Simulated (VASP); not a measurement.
# HfV2 (Fd-3m) in VASP: notebook

One crystal, HfV2, is run at these levels: LDA; tasks: single point.

Program: VASP 6.6.1. These are calculated values, not measurements. Logs are shortened: lines on timing, memory, paths and dates and some standing lists are left out, and cuts for length are marked.

**1. The crystal as given**

It takes space group Fd-3m (No. 227, cubic). Conventional cell: a = 7.387 Å, b = 7.387 Å, c = 7.387 Å, α = 90.00°, β = 90.00°, γ = 90.00°. Hf (site symmetry -43m) is surrounded by 12 V at 3.06 Å and 4 Hf at 3.20 Å. V (site symmetry -3m) is surrounded by 6 V at 2.61 Å.

**2. Single point, LDA, collinear spin, typed start**

Input file INCAR:

```
PREC = Accurate
ENCUT = 520
EDIFF = 1E-7
ISMEAR = -1
SIGMA = 0.05
LREAL = False
LASPH = True
NELM = 150
ALGO = Normal
ISIF = 2
LWAVE = False
LCHARG = True
ISPIN = 2
MAGMOM = 0 0 2 2 2 2
LORBIT = 11
LMAXMIX = 4
GGA = CA
LELF = True
LVHAR = True
NBANDS = 49
```

Input file KPOINTS:

```
regular mesh
0
Gamma
  6 6 6
```

Input file POSCAR:

```
HfV2
1.0
    0.0000000000      3.6935000000      3.6935000000
    3.6935000000      0.0000000000      3.6935000000
    3.6935000000      3.6935000000      0.0000000000
Hf V
2 4
Direct
    0.5000000000      0.5000000000      0.5000000000
    0.7500000000      0.7500000000      0.7500000000
    0.1250000000      0.1250000000      0.1250000000
    0.6250000000      0.1250000000      0.1250000000
    0.1250000000      0.1250000000      0.6250000000
    0.1250000000      0.6250000000      0.1250000000
```

Potentials or basis: VASP PAW LDA potentials, release 64 (Hf_pv, V_sv).

Launch:

```
> cat potpaw_LDA.64/Hf_pv/POTCAR potpaw_LDA.64/V_sv/POTCAR > POTCAR
> mpirun -np 1 vasp_std > vasp.out
```

OUTCAR:

```text
PREC = Accurate
   ENCUT = 520
   EDIFF = 1E-7
   ISMEAR = -1
   LREAL = False
   LASPH = True
   NELM = 150
   ISIF = 2
   ISPIN = 2
   LORBIT = 11
   GGA = CA

 ion  position               nearest neighbor table
   1  0.500  0.500  0.500-   3 3.06   5 3.06   6 3.06   3 3.06   4 3.06   5 3.06   3 3.06   4 3.06
                             6 3.06   4 3.06   5 3.06   6 3.06   2 3.20   2 3.20   2 3.20   2 3.20
   2  0.750  0.750  0.750-   4 3.06   5 3.06   6 3.06   3 3.06   4 3.06   6 3.06   3 3.06   4 3.06
                             5 3.06   3 3.06   5 3.06   6 3.06   1 3.20   1 3.20   1 3.20   1 3.20
   3  0.125  0.125  0.125-   4 2.61   5 2.61   6 2.61   5 2.61   6 2.61   4 2.61   1 3.06   2 3.06
                             1 3.06   2 3.06   1 3.06   2 3.06
   4  0.625  0.125  0.125-   3 2.61   5 2.61   6 2.61   3 2.61   5 2.61   6 2.61   2 3.06   1 3.06
                             1 3.06   2 3.06   2 3.06   1 3.06
   5  0.125  0.125  0.625-   3 2.61   3 2.61   4 2.61   6 2.61   6 2.61   4 2.61   1 3.06   2 3.06
                             1 3.06   2 3.06   1 3.06   2 3.06
   6  0.125  0.625  0.125-   3 2.61   5 2.61   3 2.61   4 2.61   5 2.61   4 2.61   2 3.06   1 3.06
                             2 3.06   2 3.06   1 3.06   1 3.06

  LATTYP: Found a face centered cubic cell.
 ALAT       =     7.3870000000

  Lattice vectors:

 A1 = (   0.0000000000,   3.6935000000,   3.6935000000)
 A2 = (   3.6935000000,   0.0000000000,   3.6935000000)
 A3 = (   3.6935000000,   3.6935000000,   0.0000000000)

Analysis of symmetry for initial positions (statically):
=====================================================================
 Subroutine PRICEL returns:
 Original cell was already a primitive cell.

 Routine SETGRP: Setting up the symmetry group for a
 face centered cubic supercell.

 Subroutine GETGRP returns: Found 48 space group operations
 (whereof 24 operations were pure point group operations)
 out of a pool of 48 trial point group operations.

The static configuration has the point symmetry T_d .
 The point group associated with its full space group is O_h .

Analysis of symmetry for dynamics (positions and initial velocities):
=====================================================================
 Subroutine PRICEL returns:
 Original cell was already a primitive cell.

 Routine SETGRP: Setting up the symmetry group for a
 face centered cubic supercell.

 Subroutine GETGRP returns: Found 48 space group operations
 (whereof 24 operations were pure point group operations)
 out of a pool of 48 trial point group operations.

The dynamic configuration has the point symmetry T_d .
 The point group associated with its full space group is O_h .

Analysis of structural, dynamic, and magnetic symmetry:
=====================================================================
 Subroutine PRICEL returns:
 Original cell was already a primitive cell.

 Routine SETGRP: Setting up the symmetry group for a
 face centered cubic supercell.

 Subroutine GETGRP returns: Found 48 space group operations
 (whereof 24 operations were pure point group operations)
 out of a pool of 48 trial point group operations.

The overall configuration has the point symmetry T_d .
 The point group associated with its full space group is O_h .

 Subroutine INISYM returns: Found 48 space group operations
 (whereof 24 operations are pure point group operations),
 and found     1 'primitive' translations

----------------------------------------------------------------------------------------

                                     Primitive cell

  volume of cell :     100.7730

  direct lattice vectors                    reciprocal lattice vectors
     0.000000000  3.693500000  3.693500000    -0.135372952  0.135372952  0.135372952
     3.693500000  0.000000000  3.693500000     0.135372952 -0.135372952  0.135372952
     3.693500000  3.693500000  0.000000000     0.135372952  0.135372952 -0.135372952

  length of vectors
     5.223397793  5.223397793  5.223397793     0.234472832  0.234472832  0.234472832

  position of ions in fractional coordinates (direct lattice)
     0.500000000  0.500000000  0.500000000
     0.750000000  0.750000000  0.750000000
     0.125000000  0.125000000  0.125000000
     0.625000000  0.125000000  0.125000000
     0.125000000  0.125000000  0.625000000
     0.125000000  0.625000000  0.125000000

[... 54 lines left out ...]
   number of dos      NEDOS =    301   number of ions     NIONS =      6
   total plane-waves  NPLWV =  64000
   dimension x,y,z NGX =    40 NGY =   40 NGZ =   40
   dimension x,y,z NGXF=    80 NGYF=   80 NGZF=   80
   ions per type =               2   4
   NGX,Y,Z   is equivalent  to a cutoff of  12.73, 12.73, 12.73 a.u.
   NGXF,Y,Z  is equivalent  to a cutoff of  25.46, 25.46, 25.46 a.u.
 SYSTEM =  unknown system
   PREC   = accura    normal or accurate (medium, high low for compatibility)
   ISTART =      0    job   : 0-new  1-cont  2-samecut
   ICHARG =      2    charge: 1-file 2-atom 10-const
   ISPIN  =      2    spin polarized calculation?
   LNONCOLLINEAR =      F non collinear calculations
   LSORBIT =      F    spin-orbit coupling
   LASPH  =      T    aspherical Exc in radial PAW
   ENCUT  =  520.0 eV  38.22 Ry    6.18 a.u.   9.71  9.71  9.71*2*pi/ulx,y,z
   NELM   =    150;   NELMIN=  2; NELMDL= -5     # of ELM steps
   EDIFF  = 0.1E-06   stopping-criterion for ELM
   LREAL  =      F    real-space projection
   EDIFFG = 0.1E-05   stopping-criterion for IOM
   NSW    =      0    number of steps for IOM
   IBRION =     -1    ionic relax: 0-MD 1-quasi-New 2-CG
   NFREE  =      0    steps in history (QN), initial steepest desc. (CG)
   ISIF   =      2    stress and relaxation
   ISYM   =      2    0-nonsym 1-usesym 2-fastsym
   POTIM  = 0.5000    time-step for ionic-motion
   TEBEG  =    0.0;   TEEND  =   0.0 temperature during run
   PSTRESS=    0.0 pullay stress
   NELECT =      72.0000    total number of electrons
   NUPDOWN=      -1.0000    fix difference up-down
   EMIN   =  10.00;   EMAX   =-10.00  energy-range for DOS
   EFERMI =   0.00;   METHOD = LEGACY
   ISMEAR =    -1;   SIGMA  =   0.05  broadening in eV -4-tet -1-fermi 0-gaus
   EFERMI_NEDOS =   21; number of points for ismear=-14 and -15
   IALGO  =     38    algorithm
   IMIX   =      4    mixing-type and parameters
     AMIX     =   0.40;   BMIX     =  1.00
     AMIX_MAG =   1.60;   BMIX_MAG =  1.00
  volume/ion in A,a.u.               =      16.80       113.34
  Fermi-wavevector in a.u.,A,eV,Ry     =   1.463539  2.765687 29.142940  2.141946
  Thomas-Fermi vector in A             =   2.579622
   LORBIT       =     11    0 simple, 1 ext, 2 COOP (PROOUT), +10 PAW based schemes
   GGA     = CA    functional components
   LHFCALC =     F    Hartree Fock is set to
   AEXX    =    0.0000 exact exchange contribution
   IVDW    =     0    specifies the selected vdW correction
   LEPSILON=     F    determine dielectric tensor
   LRPA    =     F    only Hartree local field effects (RPA)
 spin polarized calculation
  energy-cutoff  :      520.00
  volume of cell :      100.77
 maximum number of plane-waves:      2733
   NGX = 19   NGY = 19   NGZ = 19

 number of electron      71.9999971 magnetization       0.0036809

 number of electron      71.9999971 magnetization      -0.0006722

 Free energy of the ion-electron system (eV)
  ---------------------------------------------------
  ext. energy  EPLUGINS =         0.00000000
  ---------------------------------------------------
  free energy    TOTEN  =       -60.60268978 eV

  energy without entropy =      -60.47508053  energy(sigma->0) =      -60.53888516

 E-fermi :   6.7630     XC(G=0): -12.3289

 val. band max:        6.7511695565   @ k =   0.5000   0.0000   0.0000
 cond. band min:       6.7697165119   @ k =   0.5000   0.3333   0.0000
 fundamental gap:      0.0185469554
 Fermi energy:         6.7629658177

 spin component 1

 k-point     1 :       0.0000    0.0000    0.0000
  band No.  band energies     occupation
      1     -55.9890      1.00000
      2     -55.8233      1.00000
      3     -55.8233      1.00000
      4     -55.8233      1.00000
      5     -30.7712      1.00000
      6     -30.4014      1.00000
[... 805 lines left out ...]
     47       9.8831      0.00000
     48       9.8831      0.00000
 Fermi energy:         6.7629658177

 spin component 2

 k-point     1 :       0.0000    0.0000    0.0000
  band No.  band energies     occupation
      1     -55.9890      1.00000
      2     -55.8234      1.00000
      3     -55.8234      1.00000
      4     -55.8234      1.00000
      5     -30.7713      1.00000
      6     -30.4015      1.00000
[... 805 lines left out ...]
     47       9.8831      0.00000
     48       9.8831      0.00000
 [bands above 48 left out]

------------------------ aborting loop because EDIFF is reached ----------------------------------------

  FORCE on cell =-STRESS in cart. coord.  units (eV):
  Direction    XX          YY          ZZ          XY          YZ          ZX
  --------------------------------------------------------------------------------------
  -------------------------------------------------------------------------------------
  Total       -8.8388027     -8.8388027     -8.8388027     -0.0000000     -0.0000000      0.0000000
  in kB     -140.5269817   -140.5269817   -140.5269817     -0.0000000     -0.0000000      0.0000000
  external PRESSURE =    -140.5269817 kB  Pullay stress =       0.0000000 kB

 VOLUME and BASIS-vectors are now :
 -----------------------------------------------------------------------------
  energy-cutoff  :      520.00
  volume of cell :      100.77
      direct lattice vectors                 reciprocal lattice vectors
     0.000000000  3.693500000  3.693500000    -0.135372952  0.135372952  0.135372952
     3.693500000  0.000000000  3.693500000     0.135372952 -0.135372952  0.135372952
     3.693500000  3.693500000  0.000000000     0.135372952  0.135372952 -0.135372952

 POSITION                                       TOTAL-FORCE (eV/Angst)
 -----------------------------------------------------------------------------------
      3.69350      3.69350      3.69350         0.000000      0.000000      0.000000
      5.54025      5.54025      5.54025        -0.000000      0.000000      0.000000
      0.92337      0.92337      0.92337         0.000000     -0.000000     -0.000000
      0.92337      2.77012      2.77012         0.000000     -0.000000     -0.000000
      2.77012      2.77012      0.92337         0.000000     -0.000000     -0.000000
      2.77012      0.92337      2.77012         0.000000     -0.000000     -0.000000
 -----------------------------------------------------------------------------------
    total drift:                                0.000000     -0.000000      0.000000

  FREE ENERGIE OF THE ION-ELECTRON SYSTEM (eV)
  ---------------------------------------------------
  free  energy   TOTEN  =       -60.6026897831 eV

  energy  without entropy=      -60.4750805308  energy(sigma->0) =      -60.53888516

 total charge

# of ion       s       p       d       tot
------------------------------------------
    1        0.374   6.412   1.567   8.353
    2        0.374   6.412   1.567   8.353
    3        2.348   6.178   3.104  11.631
    4        2.348   6.178   3.104  11.631
    5        2.348   6.178   3.104  11.631
    6        2.348   6.178   3.104  11.631
--------------------------------------------------
tot         10.140  37.537  15.551  63.228

 magnetization (x)

# of ion       s       p       d       tot
------------------------------------------
    1        0.000  -0.000  -0.000  -0.000
    2        0.000  -0.000  -0.000  -0.000
    3       -0.000  -0.000  -0.000  -0.000
    4       -0.000  -0.000  -0.000  -0.000
    5       -0.000  -0.000  -0.000  -0.000
    6       -0.000  -0.000  -0.000  -0.000
--------------------------------------------------
tot         -0.000  -0.000  -0.000  -0.000
```

Run time: 2.6 min. Hardware: 1 thread of Intel Xeon 6975P-C (Granite Rapids), shared host; peak memory 0.29 GiB.

Results:

| Item | Value |
| --- | --- |
| Free energy | -60.6027 eV |
| Pressure | -14.1 GPa |
| Band gap on the k mesh | none (metal or under the smearing width) |
| Net moment | 0.00 μB per cell |
| Valence electrons inside the program's atomic spheres | Hf 8.35; V 11.63 |

**3. Single point, LDA, collinear spin, zero start**

Input file INCAR:

```
ALGO = Normal
EDIFF = 1E-7
ENCUT = 520
ISIF = 2
ISMEAR = -1
ISPIN = 2
LASPH = T
LCHARG = F
LMAXMIX = 4
LORBIT = 11
LREAL = F
LWAVE = F
MAGMOM = 0 0 0 0 0 0
NBANDS = 49
NELM = 150
PREC = Accurate
SIGMA = 0.05
```

Input file KPOINTS:

```
k-points
0
Gamma
  6 6 6
```

POSCAR is that of step 2.

Potentials or basis: VASP PAW LDA potentials, release 64 (Hf_pv, V_sv).

Launch:

```
> cat potpaw_LDA.64/Hf_pv/POTCAR potpaw_LDA.64/V_sv/POTCAR > POTCAR
> mpirun -np 1 vasp_std > vasp.out
```

OUTCAR:

```text
EDIFF = 1E-7
   ENCUT = 520
   ISIF = 2
   ISMEAR = -1
   ISPIN = 2
   LASPH = T
   LORBIT = 11
   LREAL = F
   NELM = 150
   PREC = Accurate

 ion  position               nearest neighbor table
   1  0.500  0.500  0.500-   3 3.06   5 3.06   6 3.06   3 3.06   4 3.06   5 3.06   3 3.06   4 3.06
                             6 3.06   4 3.06   5 3.06   6 3.06   2 3.20   2 3.20   2 3.20   2 3.20
   2  0.750  0.750  0.750-   4 3.06   5 3.06   6 3.06   3 3.06   4 3.06   6 3.06   3 3.06   4 3.06
                             5 3.06   3 3.06   5 3.06   6 3.06   1 3.20   1 3.20   1 3.20   1 3.20
   3  0.125  0.125  0.125-   4 2.61   5 2.61   6 2.61   5 2.61   6 2.61   4 2.61   1 3.06   2 3.06
                             1 3.06   2 3.06   1 3.06   2 3.06
[... 1873 lines left out ...]
      5.54025      5.54025      5.54025         0.000000      0.000000      0.000000
      0.92337      0.92337      0.92337         0.000000     -0.000000      0.000000
      0.92337      2.77012      2.77012         0.000000     -0.000000      0.000000
      2.77012      2.77012      0.92337         0.000000     -0.000000      0.000000
      2.77012      0.92337      2.77012         0.000000     -0.000000      0.000000
 -----------------------------------------------------------------------------------
    total drift:                                0.000000      0.000000      0.000000

  FREE ENERGIE OF THE ION-ELECTRON SYSTEM (eV)
  ---------------------------------------------------
  free  energy   TOTEN  =       -60.6026898323 eV

  energy  without entropy=      -60.4750821958  energy(sigma->0) =      -60.53888601

 total charge

# of ion       s       p       d       tot
------------------------------------------
    1        0.374   6.412   1.566   8.353
    2        0.374   6.412   1.566   8.353
    3        2.348   6.178   3.104  11.631
    4        2.348   6.178   3.104  11.631
    5        2.348   6.178   3.104  11.631
    6        2.348   6.178   3.104  11.631
--------------------------------------------------
tot         10.140  37.537  15.551  63.228

 magnetization (x)

# of ion       s       p       d       tot
------------------------------------------
    1       -0.000   0.000   0.000   0.000
    2       -0.000   0.000   0.000   0.000
    3        0.000   0.000   0.000   0.000
    4        0.000   0.000   0.000   0.000
    5        0.000   0.000   0.000   0.000
    6        0.000   0.000   0.000   0.000
--------------------------------------------------
tot          0.000   0.000   0.001   0.001
```

OSZICAR:

```text
N       E                     dE             d eps       ncg     rms          rms(c)
DAV:   1     0.921720607126E+03    0.92172E+03   -0.41538E+04  3168   0.160E+03
DAV:   2    -0.182403321588E+02   -0.93996E+03   -0.91671E+03  3137   0.527E+02
DAV:   3    -0.654636362747E+02   -0.47223E+02   -0.44816E+02  4026   0.121E+02
DAV:   4    -0.670848431773E+02   -0.16212E+01   -0.15921E+01  3766   0.192E+01
DAV:   5    -0.671285443950E+02   -0.43701E-01   -0.43625E-01  3791   0.307E+00    0.962E+01
DAV:   6    -0.679719082008E+02   -0.84336E+00   -0.10747E+02  3935   0.446E+01    0.178E+01
DAV:   7    -0.651407410829E+02    0.28312E+01   -0.70482E+01  4169   0.373E+01    0.548E+01
DAV:   8    -0.606230904592E+02    0.45177E+01   -0.25128E+01  3986   0.192E+01    0.703E+00
DAV:   9    -0.606108642179E+02    0.12226E-01   -0.70755E-01  3710   0.333E+00    0.256E+00
DAV:  10    -0.606041205566E+02    0.67437E-02   -0.42789E-02  3762   0.921E-01    0.725E-01
DAV:  11    -0.606032555875E+02    0.86497E-03   -0.10708E-02  4135   0.327E-01    0.948E-01
DAV:  12    -0.606027636968E+02    0.49189E-03   -0.12010E-03  3526   0.163E-01    0.114E-01
DAV:  13    -0.606026929221E+02    0.70775E-04   -0.24778E-04  4102   0.492E-02    0.592E-02
DAV:  14    -0.606026928598E+02    0.62319E-07   -0.47715E-05  3903   0.240E-02    0.202E-02
DAV:  15    -0.606026897816E+02    0.30782E-05   -0.12569E-05  3684   0.136E-02    0.709E-03
DAV:  16    -0.606026898323E+02   -0.50704E-07   -0.70823E-07  3605   0.307E-03
   1 F= -.60602690E+02 E0= -.60538886E+02  d E =-.127608E+00  mag=     0.0008
```

Run time: 2.1 min. Hardware: 1 thread of Intel Xeon 6975P-C (Granite Rapids), shared host; peak memory 0.28 GiB.

Results:

| Property | Result |
| --- | --- |
| Free energy | -60.6027 eV |
| Pressure | -14.0 GPa |
| Band gap on the k mesh | none (metal or under the smearing width) |
| Net moment | 0.00 μB per cell |
| Valence electrons inside the program's atomic spheres | Hf 8.35; V 11.63 |

Levels at points of the mesh, in eV from the Fermi level:
Spin up:
```tsv
k point	band 33	band 34	band 35	band 36	band 37	band 38	band 39	band 40
(0.00, 0.00, 0.00)	-0.29	-0.29	0.46	0.46	0.46	1.58	1.58	1.58
(0.50, 0.00, 0.00)	-0.27	-0.24	-0.24	-0.01	0.03	0.03	1.97	1.97
(0.50, 0.50, 0.00)	-0.37	-0.37	-0.32	-0.32	-0.04	-0.04	0.60	0.60
```
Spin down:
```tsv
k point	band 32	band 33	band 34	band 35	band 36	band 37	band 38	band 39	band 40	band 41
(0.00, 0.00, 0.00)	-0.60	-0.29	-0.29	0.46	0.46	0.46	1.58	1.58	1.58	1.93
(0.50, 0.00, 0.00)	-0.43	-0.27	-0.24	-0.24	-0.01	0.03	0.03	1.97	1.97	2.00
(0.50, 0.50, 0.00)	-0.82	-0.37	-0.37	-0.32	-0.32	-0.04	-0.04	0.60	0.60	1.94
```

Spin-orbit coupling is left out, which matters for the levels of Hf.
